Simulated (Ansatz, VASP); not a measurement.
# SiO2 (SiO2 (P3_121)): VASP beside Ansatz

Wanted: the spread between two codes on one cell, functional and k mesh. The cell is taken from a series of runs on this material, whose earlier steps may have relaxed, scaled, displaced or heated it; both programs get it as it stands.

Program: Ansatz 0.2.0. Level of theory: plane waves, with VASP 6.6.1 beside it; single point at HSE06. Results are calculated unless marked as measured.

## 1. Set-up

Symmetry: P3_121, No. 152, trigonal system. The conventional cell has a = 4.921 Å, b = 4.921 Å, c = 5.417 Å, α = 90.00°, β = 90.00°, γ = 120.00°. Nearest to Si lie 4 O at 1.61 Å. Nearest to O lie 2 Si at 1.61 Å. Farther neighbours and most contacts between anions are not listed.

Structure file:

```xyz
18
Lattice="4.9211 0.0000 0.0000 -2.4606 4.2618 0.0000 0.0000 0.0000 10.8331" Properties=species:S:1:pos:R:3 pbc="T T T"
Si    1.3037    2.2581    0.0000
Si   -1.1569    2.0037    3.6110
Si    2.3137    0.0000    1.8055
Si    1.3037    2.2581    5.4165
Si   -1.1569    2.0037    9.0276
Si    2.3137    0.0000    7.2220
O     0.2965    1.7621    4.2584
O     0.7863    3.6376    0.6474
O    -1.0828    3.1240    2.4529
O     1.3777    1.1378    1.1581
O     3.2468    0.6242    2.9636
O     2.7571    2.4997    4.7691
O     0.2965    1.7621    9.6750
O     0.7863    3.6376    6.0639
O    -1.0828    3.1240    7.8694
O     1.3777    1.1378    6.5746
O     3.2468    0.6242    8.3802
O     2.7571    2.4997   10.1857
```

## 2. VASP: single point, HSE06

A single point gives forces, pressure and levels at one fixed geometry, so differences don't come from the geometry; what else differs is listed under the comparison.

Lines of VASP's logs that name or quote its potential files are left out, and so is its time.

The run reads the wave functions of an earlier VASP run, which isn't shown here.

Contents of INCAR:

```
SYSTEM = SiO2
PREC = Accurate
ENCUT = 520
EDIFF = 1E-06
NELM = 100
ISMEAR = 0
SIGMA = 0.01
LREAL = .FALSE.
ALGO = Normal
LHFCALC = .TRUE.
AEXX = 0.25
GGA = PE
HFSCREEN = 0.208
LASPH = .TRUE.
NBANDS = 66
PRECFOCK = Fast
LORBIT = 11
LWAVE = .FALSE.
LCHARG = .FALSE.
ISIF = 2
```

Contents of POSCAR:

```
SiO2
1.0
    4.9211020656     -0.0000000025      0.0000000000
   -2.4605510300      4.2617994051      0.0000000000
    0.0000000000      0.0000000000     10.8330695200
Si O
6 12
Direct
    0.5298371017      0.5298371017      0.0000000000
    0.0000000000      0.4701628983      0.3333333333
    0.4701628983      0.0000000000      0.1666666667
    0.5298371017      0.5298371017      0.5000000000
    0.0000000000      0.4701628983      0.8333333333
    0.4701628983      0.0000000000      0.6666666667
    0.2669852738      0.4134564554      0.3930950305
    0.5865435446      0.8535288185      0.0597616972
    0.1464711815      0.7330147262      0.2264283639
    0.4134564554      0.2669852738      0.1069049695
    0.7330147262      0.1464711815      0.2735716361
    0.8535288185      0.5865435446      0.4402383028
    0.2669852738      0.4134564554      0.8930950305
    0.5865435446      0.8535288185      0.5597616972
    0.1464711815      0.7330147262      0.7264283639
    0.4134564554      0.2669852738      0.6069049695
    0.7330147262      0.1464711815      0.7735716361
    0.8535288185      0.5865435446      0.9402383028
```

Contents of KPOINTS:

```
Automatic mesh
0
Gamma
1 1 1
0 0 0
```

Potentials, in the order of the species: Si and O (PBE family, release 64).

On the command line:

```sh
export OMP_NUM_THREADS=3
mpirun -np 1 vasp_gam
```

Numbers of over 12 decimals in the logs are rounded to 6 here.

Log:

```text
[banner, memory and clock lines left out]
running    1 mpi-ranks, on    1 nodes
 distrk:  each k-point on    1 cores,    1 groups
 distr:  one band on    1 cores,    1 groups
 Offloading initialized ...    1 GPUs detected
 POSCAR found type information on POSCAR SiO
 POSCAR found :  2 types and      18 ions
|                                                                             |
|               ----> ADVICE to this user running VASP <----                  |
|                                                                             |
|     You have a (more or less) 'large supercell' and for larger cells it     |
|     might be more efficient to use real-space projection operators.         |
|     Therefore, try LREAL= Auto in the INCAR file.                           |
|     Mind: For very accurate calculation, you might also keep the            |
|     reciprocal projection scheme (i.e. LREAL=.FALSE.).                      |
|                                                                             |

 LDA part: xc-table for (Slater+PW92), standard interpolation
 found WAVECAR, reading the header
 POSCAR, INCAR and KPOINTS ok, starting setup
 FFT: planning ... GRIDC
 FFT: planning ... GRID_SOFT
 FFT: planning ... GRID
 reading WAVECAR
 the WAVECAR file was read successfully
 initial charge from wavefunction
 entering main loop
       N       E                     dE             d eps       ncg     rms          rms(c)
DAV:   1    -0.175147706547E+03   -0.17515E+03   -0.25789E+00   142   0.796E+00    0.788E+00
DAV:   2    -0.175168166447E+03   -0.20460E-01   -0.98527E-02   160   0.127E+00    0.577E+00
DAV:   3    -0.175160676671E+03    0.74898E-02   -0.59666E-03   160   0.301E-01    0.346E+00
DAV:   4    -0.175158694339E+03    0.19823E-02   -0.22345E-03   160   0.169E-01    0.198E+00
DAV:   5    -0.175158119699E+03    0.57464E-03   -0.36247E-04   152   0.851E-02    0.112E+00
DAV:   6    -0.175157930781E+03    0.18892E-03   -0.99004E-05   160   0.528E-02    0.638E-01
DAV:   7    -0.175157875647E+03    0.55134E-04   -0.29274E-05   160   0.300E-02    0.363E-01
DAV:   8    -0.175157859633E+03    0.16015E-04   -0.85087E-06   160   0.157E-02    0.206E-01
DAV:   9    -0.175157855566E+03    0.40668E-05   -0.28028E-06   128   0.878E-03    0.117E-01
DAV:  10    -0.175157854909E+03    0.65671E-06   -0.11310E-06   104   0.601E-03
   1 F= -.17515785E+03 E0= -.17515785E+03  d E =-.245140E-70
```

Parts of OUTCAR (step 2):

```text
ion  position               nearest neighbor table
   1  0.530  0.530  0.000-  18 1.61   8 1.61  13 1.61  10 1.61   5 3.06   3 3.06   5 3.06   3 3.06

  LATTYP: Found a hexagonal cell.
 ALAT       =     4.9211020656
 C/A-ratio  =     2.2013503023

 Subroutine GETGRP returns: Found  6 space group operations
 (whereof  2 operations were pure point group operations)

The static configuration has the point symmetry C_2 .
 The point group associated with its full space group is D_3 .

 Found      1 irreducible k-points:

   k-points           NKPTS =      1   k-points in BZ     NKDIM =      1   number of bands    NBANDS=     66

   dimension x,y,z NGX =    40 NGY =   40 NGZ =   84
   dimension x,y,z NGXF=    80 NGYF=   80 NGZF=  168

   ENCUT  =  520.0 eV  38.22 Ry    6.18 a.u.   9.15  9.15 20.14*2*pi/ulx,y,z

   NELECT =      96.0000    total number of electrons

 k-points in reciprocal lattice and weights: Automatic mesh
   0.00000000  0.00000000  0.00000000       1.000

  exchange ACFDT corr.  =         0.00000000  see jH, gK, PRB 81, 115126

 average (electrostatic) potential at core
       1 -82.9331       2 -82.9331       3 -82.9331       4 -82.9331       5 -82.9331
       6 -82.9331       7 -66.2597       8 -66.2596       9 -66.2597      10 -66.2597
      11 -66.2597      12 -66.2596      13 -66.2597      14 -66.2597      15 -66.2597
      16 -66.2597      17 -66.2597      18 -66.2596

 E-fermi :  -0.3111

 k-point     1 :       0.0000    0.0000    0.0000
  band No.  band energies     occupation
    ...
     44      -0.6674      2.00000
     45      -0.6673      2.00000
     46      -0.5592      2.00000
     47      -0.5592      2.00000
     48      -0.4365      2.00000
     49       7.5632      0.00000
     50       9.6091      0.00000
     51       9.6091      0.00000
     52      10.6200      0.00000
     53      10.9873      0.00000
    ...

  Total        0.1503876      0.1503876      0.4670725      0.0000000     -0.0000000      0.0000000
  in kB        1.0605121      1.0605121      3.2937302      0.0000000     -0.0000000      0.0000000
  external PRESSURE =       1.8049181 kB  Pullay stress =       0.0000000 kB

  energy-cutoff  :      520.00
  volume of cell :      227.20
      direct lattice vectors                 reciprocal lattice vectors
     4.921102066 -0.000000003  0.000000000     0.203206515  0.117321336 -0.000000000
    -2.460551030  4.261799405  0.000000000     0.000000000  0.234642672 -0.000000000
     0.000000000  0.000000000 10.833069520    -0.000000000 -0.000000000  0.092309940

 POSITION                                       TOTAL-FORCE (eV/Angst)
 -----------------------------------------------------------------------------------
      1.30369      2.25806      0.00000         0.201512      0.349028     -0.000000
     -1.15686      2.00374      3.61102         0.201512     -0.349028     -0.000000
      2.31372     -0.00000      1.80551        -0.403023      0.000000     -0.000000
      1.30369      2.25806      5.41653         0.201512      0.349028     -0.000000
     -1.15686      2.00374      9.02756         0.201512     -0.349028     -0.000000
      2.31372     -0.00000      7.22205        -0.403023      0.000000     -0.000000
      0.29653      1.76207      4.25843        -0.215270     -0.688132     -0.456763
      0.78629      3.63757      0.64740         0.703575      0.157636     -0.456763
     -1.08282      3.12396      2.45291        -0.488304      0.530495     -0.456763
      1.37773      1.13784      1.15811        -0.488304     -0.530495      0.456763
      3.24684      0.62423      2.96362         0.703575     -0.157636      0.456763
      2.75708      2.49973      4.76913        -0.215270      0.688132      0.456763
      0.29653      1.76207      9.67496        -0.215270     -0.688132     -0.456763
      0.78629      3.63757      6.06394         0.703575      0.157636     -0.456763
     -1.08282      3.12396      7.86945        -0.488304      0.530495     -0.456763
      1.37773      1.13784      6.57464        -0.488304     -0.530495      0.456763
      3.24684      0.62423      8.38016         0.703575     -0.157636      0.456763
      2.75708      2.49973     10.18567        -0.215270      0.688132      0.456763
 -----------------------------------------------------------------------------------
    total drift:                                0.000107      0.000196      0.000000

  FREE ENERGIE OF THE ION-ELECTRON SYSTEM (eV)
  ---------------------------------------------------
  free  energy   TOTEN  =      -175.1578549090 eV

  energy  without entropy=     -175.1578549090  energy(sigma->0) =     -175.15785491

 total charge
# of ion       s       p       d       tot
------------------------------------------
    1        0.656   1.012   0.000   1.668
    2        0.656   1.012   0.000   1.668
    3        0.656   1.012   0.000   1.668
    4        0.656   1.012   0.000   1.668
    5        0.656   1.012   0.000   1.668
    6        0.656   1.012   0.000   1.668
    7        1.551   3.739   0.000   5.290
    8        1.551   3.739   0.000   5.290
    9        1.551   3.739   0.000   5.290
   10        1.551   3.739   0.000   5.290
   11        1.551   3.739   0.000   5.290
   12        1.551   3.739   0.000   5.290
   13        1.551   3.739   0.000   5.290
   14        1.551   3.739   0.000   5.290
   15        1.551   3.739   0.000   5.290
   16        1.551   3.739   0.000   5.290
   17        1.551   3.739   0.000   5.290
   18        1.551   3.739   0.000   5.290
--------------------------------------------------
tot         22.553  50.941   0.000  73.493
```

The run ends at a pressure of 0.18 GPa, with forces up to 0.85 eV/Å.

[end of part 1 of 2]

[Lines on the potential files, build, host, timing and source positions are cut from VASP's logs without a mark.]

[Logs are printed without paths, hosts, clocks, repeated set-up lines and the standing remarks that a program may print on its own settings, such as how far it seeks lower states.]

[Hosts, paths, dates, database ids (printed as entryN), source tags and the programs' standing remarks are cut or masked in the printed files.]
